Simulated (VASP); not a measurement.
# CdPbSO with LDA: from relaxation to properties, part 2 of 2

Wanted: the relaxed cell of CdPbSO and its properties. The cell is invented: it takes the structure of a Materials Project entry for PbS (space group 187 there), with some of its atoms replaced by other elements, volume scaled by an estimate. It may not be a known or stable phase. The atoms of the start are displaced at random from the sites of a P3m1 cell.

VASP 6.6.1, plane waves and PAW; the level of theory is named at each step.

So far, gap on the k-mesh (eV): step 3 (relaxing cell and atoms (LDA)) 0.421; step 4 (second relaxation) 0.422; step 5 (single point with fields (LDA)) 0.422; step 7 (density of states (LDA)) 0.395.

**8. Band structure (LDA + SOC)**

This step: LDA, spin-orbit coupling; plane waves and PAW (Pb_d, Cd, S, O); invented cell (VASP 6.6.1).

The mesh alone shows little of the dispersion and can miss band extrema, so KPOINTS_OPT adds a path through the symmetry points after the self-consistent cycle. Spin-orbit coupling needs spinors and the noncollinear program, where each band holds one electron.

The input, INCAR:

```
SYSTEM = CdPbSO
PREC = Accurate
ENCUT = 520
EDIFF = 1E-06
NELM = 100
ISMEAR = 0
SIGMA = 0.05
LREAL = .FALSE.
ALGO = Normal
GGA = CA
LNONCOLLINEAR = .TRUE.
MAGMOM = 0 0 0 0 0 0 0 0 0 0 0 0
NBANDS = 50
GGA_COMPAT = .FALSE.
LASPH = .TRUE.
LSORBIT = .TRUE.
LORBIT = 11
LWAVE = .FALSE.
LCHARG = .FALSE.
KPAR = 2
```

The input, POSCAR:

```
CdPbSO
1.0
    3.4845284133      0.0373016679      0.0027962709
   -1.7588269619      3.3587475049      0.4249282133
    0.0071276996      1.0282338125      6.4644815989
Pb Cd S O
1 1 1 1
Direct
    0.9504448466      0.9037035568      0.0482046533
    0.0851269274      0.1684206410      0.4892614990
    0.7119320077      0.4261586888      0.7110216946
    0.5801662182      0.1616441136      0.2504391531
```

The input, KPOINTS:

```
Automatic mesh
0
Gamma
6 6 3
0 0 0
```

The input, KPOINTS_OPT:

```
Line mode
16
Line-mode
Reciprocal
  0.50000000   0.00000000   0.00000000 X
  0.00000000   0.00000000   0.00000000 GAMMA

  0.00000000   0.00000000   0.00000000 GAMMA
  0.00000000   0.00000000   0.50000000 Y

  0.50000000   0.00000000   0.50000000 L
  0.00000000   0.00000000   0.00000000 GAMMA

  0.00000000   0.00000000   0.00000000 GAMMA
  0.00000000  -0.50000000  -0.50000000 Z

  0.50000000  -0.50000000  -0.50000000 N
  0.00000000   0.00000000   0.00000000 GAMMA

  0.00000000   0.00000000   0.00000000 GAMMA
  0.00000000  -0.50000000   0.00000000 M

  0.50000000  -0.50000000   0.00000000 R
  0.00000000   0.00000000   0.00000000 GAMMA
```

PAW data sets: Pb_d, Cd, S and O (LDA family, release 64).

Launch:

```bash
> mpirun -np 2 vasp_ncl
```

Wall time 8.4 min (2 MPI ranks of Intel Xeon Platinum 8488C (Sapphire Rapids), shared host); peak memory 2.1 GiB; 17 min of CPU time.

LASPH is switched on together with spin-orbit coupling, so the change from the scalar run holds both. VASP adds spin-orbit coupling inside the spheres on scalar-relativistic partial waves, which describe the 6p1/2 states imperfectly, so such gaps can be off by a tenth of an eV or more.

This step gave:

* SCF cycles: 15
* bands: 50
* irreducible k-points: 108
* free energy (TOTEN): -19.21 eV
* Fermi energy: 5.095 eV
* pressure: -0.1233 GPa
* least gap on mesh and path: 0.2976 eV
* least direct gap on mesh and path: 0.7090 eV
* conduction bottom at k: 0, -0.4, 0
* least direct gap at k: 0, -0.3667, 0

On-site spin-orbit energy by atom:

| atom | on-site spin-orbit energy (eV) |
| --- | --- |
| Pb1 | -0.770 |
| Cd2 | -0.057 |
| S3 | -0.002 |
| O4 | -0.001 |

The electronic bands at the labelled points (eV, zero at the valence-band top; v1 is the highest filled band, c1 the lowest empty one):

| point | v4 | v3 | v2 | v1 | c1 | c2 | c3 | c4 |
| --- | --- | --- | --- | --- | --- | --- | --- | --- |
| X | -1.74 | -1.74 | -0.89 | -0.89 | 0.60 | 0.60 | 3.13 | 3.13 |
| 0.47 of the way | -1.33 | -1.28 | -1.13 | -1.09 | 1.28 | 1.56 | 3.26 | 3.42 |
| Γ | -0.83 | -0.83 | 0.00 | 0.00 | 2.13 | 2.13 | 3.93 | 3.93 |
| 0.47 of the way | -0.84 | -0.81 | -0.04 | -0.03 | 1.39 | 1.51 | 4.25 | 4.34 |
| Y | -0.86 | -0.86 | -0.08 | -0.08 | 0.71 | 0.71 | 4.35 | 4.35 |
| jump to L | -1.49 | -1.49 | -1.16 | -1.16 | 0.96 | 0.96 | 2.93 | 2.93 |
| 0.47 of the way | -1.20 | -1.19 | -0.75 | -0.71 | 1.37 | 1.79 | 2.91 | 3.53 |
| Γ | -0.83 | -0.83 | 0.00 | 0.00 | 2.13 | 2.13 | 3.93 | 3.93 |
| 0.53 of the way | -0.98 | -0.96 | -0.42 | -0.42 | 1.11 | 1.32 | 3.71 | 3.84 |
| Z | -0.91 | -0.91 | -0.79 | -0.79 | 1.42 | 1.42 | 3.47 | 3.47 |
| jump to N | -1.50 | -1.50 | -1.20 | -1.20 | 0.96 | 0.96 | 2.91 | 2.91 |
| 0.47 of the way | -1.22 | -1.21 | -0.76 | -0.72 | 1.38 | 1.81 | 2.90 | 3.51 |
| Γ | -0.83 | -0.83 | 0.00 | 0.00 | 2.13 | 2.13 | 3.93 | 3.93 |
| 0.53 of the way | -0.98 | -0.97 | -0.29 | -0.28 | 0.77 | 1.22 | 3.21 | 3.77 |
| M | -1.64 | -1.64 | -0.46 | -0.46 | 0.35 | 0.35 | 3.30 | 3.30 |
| jump to R | -1.78 | -1.78 | -0.89 | -0.89 | 0.59 | 0.59 | 3.10 | 3.10 |
| 0.47 of the way | -1.32 | -1.27 | -1.15 | -1.12 | 1.30 | 1.58 | 3.25 | 3.41 |
| Γ | -0.83 | -0.83 | 0.00 | 0.00 | 2.13 | 2.13 | 3.93 | 3.93 |

Of the projections kept (Pb, Cd, S, O), the largest for each band there; the rest of the weight can lie on other orbitals:

| point | v4 | v3 | v2 | v1 | c1 | c2 | c3 | c4 |
| --- | --- | --- | --- | --- | --- | --- | --- | --- |
| X | S 0.69 | S 0.69 | S 0.52 | S 0.52 | Pb 0.45 | Pb 0.45 | Cd 0.37 | Cd 0.37 |
| Γ | S 0.82 | S 0.82 | S 0.86 | S 0.86 | Pb 0.46 | Pb 0.46 | S 0.33 | S 0.33 |
| Y | S 0.79 | S 0.79 | S 0.87 | S 0.87 | Pb 0.32 | Pb 0.32 | Pb 0.69 | Pb 0.69 |
| L | S 0.38 | S 0.38 | S 0.42 | S 0.42 | Pb 0.41 | Pb 0.41 | Pb 0.51 | Pb 0.51 |
| Γ | S 0.82 | S 0.82 | S 0.86 | S 0.86 | Pb 0.46 | Pb 0.46 | S 0.33 | S 0.33 |
| Z | O 0.46 | O 0.46 | S 0.80 | S 0.80 | Pb 0.45 | Pb 0.45 | Cd 0.49 | Cd 0.49 |

The gap moves by -0.09 eV against LDA, which ran on another mesh.

**9. Vibrations at Γ (LDA)**

This step: LDA; plane waves and PAW (Pb_d, Cd, S, O); invented cell (VASP 6.6.1).

Zone-centre modes test whether the atoms sit at a minimum within this cell. IBRION = 8 takes the force constants from linear response, which needs tightly converged orbitals.

The input, INCAR:

```
SYSTEM = CdPbSO
PREC = Accurate
ENCUT = 520
EDIFF = 1E-08
NELM = 100
ISMEAR = 0
SIGMA = 0.05
LREAL = .FALSE.
ALGO = Normal
GGA = CA
NBANDS = 25
LORBIT = 11
LWAVE = .FALSE.
LCHARG = .FALSE.
KPAR = 2
IBRION = 8
LEPSILON = .TRUE.
ISIF = 2
```

POSCAR is that of step 8.

The input, KPOINTS:

```
Automatic mesh
0
Gamma
7 7 4
0 0 0
```

Launch:

```bash
> mpirun -np 2 vasp_std
```

Run time: 27 min. Hardware: 2 MPI ranks; peak memory 1.4 GiB; 53 min of CPU time.

Energies printed during the response cycles are not total energies of the cell. With a direct gap this small, the dielectric response converges slowly with the mesh, so tensor and charges are uncertain; a mesh that holds the point of the least gap tends to give too large a tensor.

Numbers from this step:

| Property | Result |
| --- | --- |
| bands | 25 |
| irreducible k-points | 99 |
| pressure of the cell | -0.03799 GPa |
| largest force of the cell | 0.007331 eV/Å |
| Fermi energy | 5.165 eV |
| conduction bottom at k | 0, 0.4286, 0 |
| least direct gap at k | 0, 0, 0.5 |
| gap on the k-mesh | 0.4219 eV |
| least direct gap on the k-mesh | 0.8591 eV |

Electronic dielectric tensor with local fields:

```
11.91 -0.01  0.00
 0.00 10.23  0.34
 0.00  0.34 11.58
```

Born effective charge (e), principal values of the symmetric part by kind of site:

| atom | atoms with these values | low | middle | high | mean |
| --- | --- | --- | --- | --- | --- |
| Pb1 | 1 | 2.96 | 3.30 | 3.68 | 3.31 |
| Cd2 | 1 | 2.29 | 2.61 | 3.13 | 2.68 |
| S3 | 1 | -3.09 | -2.73 | -2.60 | -2.81 |
| O4 | 1 | -3.73 | -2.96 | -2.84 | -3.18 |

In full for O4:

```
-2.96  0.00  0.01
 0.00 -2.87 -0.05
 0.02 -0.26 -3.70
```

Transverse limit, no LO-TO splitting. Modes at Γ, with each element's share of the kinetic energy:

| mode | frequency (cm⁻¹) | Pb % | Cd % | S % | O % |
| --- | --- | --- | --- | --- | --- |
| 1 | -0.5 | 56 | 31 | 9 | 4 |
| 2 | -0.2 | 56 | 31 | 9 | 4 |
| 3 | -0.1 | 56 | 31 | 9 | 4 |
| 4 | 62.7 | 40 | 52 | 7 | 0 |
| 5 | 64.1 | 42 | 50 | 8 | 0 |
| 6 | 138.4 | 16 | 10 | 41 | 33 |
| 7 | 141.8 | 26 | 18 | 36 | 21 |
| 8 | 175.0 | 4 | 15 | 17 | 64 |
| 9 | 182.0 | 2 | 34 | 31 | 33 |
| 10 | 207.6 | 2 | 16 | 33 | 49 |
| 11 | 230.3 | 0 | 11 | 76 | 12 |
| 12 | 343.9 | 0 | 0 | 26 | 74 |

Displacements in mode 4 (62.7 cm⁻¹), the largest set to 1:
```
Pb1  0.05 -0.65 -0.05
Cd2 -0.07  1.00  0.02
S3  -0.06  0.67  0.16
O4   0.00 -0.13  0.14
```

Displacements in mode 6 (138.4 cm⁻¹), the largest set to 1:
```
Pb1 -0.02  0.01 -0.21
Cd2  0.09 -0.04  0.20
S3  -0.72  0.01  0.44
O4   1.00  0.06  0.37
```

The three acoustic modes lie within 0.5 cm⁻¹ of zero, and all others are real.

**10. What came out**

| Property | Result |
| --- | --- |
| relaxed volume | 18.64 Å³/atom |
| relaxed conventional cell a, b, c | 3.485, 3.815, 6.546 Å; angles 104.3, 90.2, 116.8° |
| space group after relaxing, within 0.02 Å | P1 (No. 1) |
| band gap | 0.391 eV, indirect (least direct gap of that run 0.850 eV) |
| gap among the points of the DOS mesh alone, an upper bound | 0.395 eV |
| band gap (LDA + SOC) | 0.298 eV, indirect (least direct gap of that run 0.709 eV) |
| highest zone-centre mode | 344 cm⁻¹ |

**Reading.** With LDA, CdPbSO relaxes to 18.64 Å³/atom in space group P1 and has an indirect gap of 0.391 eV. Band structure (LDA + SOC): On this path the gap is indirect, 0.30 eV, with the valence top at Γ and the conduction bottom between Γ and M. The least direct gap is 0.71 eV. Vibrations at Γ (LDA): The principal values of the electronic dielectric tensor with local fields are 10.15, 11.66 and 11.91. Vibrations at Γ (LDA): Mean Born effective charge: Pb1 3.31, Cd2 2.68, S3 -2.81, O4 -3.18 e. Vibrations at Γ (LDA): The highest mode in this list at Γ, 343.9 cm⁻¹, is mostly motion of O (74 % of the kinetic energy). LASPH was switched on together with spin-orbit coupling, so shifts put down to the coupling hold both changes. Semilocal functionals usually underestimate gaps. Modes at Γ alone can't show that the crystal is stable at other wave vectors, and the LO-TO splitting is not included. No search among competing phases was made. All values are for a static lattice at zero temperature.

[Lines on the potential files, build, host, timing and source positions are cut from VASP's logs without a mark.]

[Logs are printed without paths, hosts, clocks, repeated set-up lines and the standing remarks that a program may print on its own settings, such as how far it seeks lower states.]

[Hosts, paths, dates, database ids (printed as entryN), source tags and the programs' standing remarks are cut or masked in the printed files.]

[A measured line is paired with the nearest computed mode of its activity, which favours agreement.]
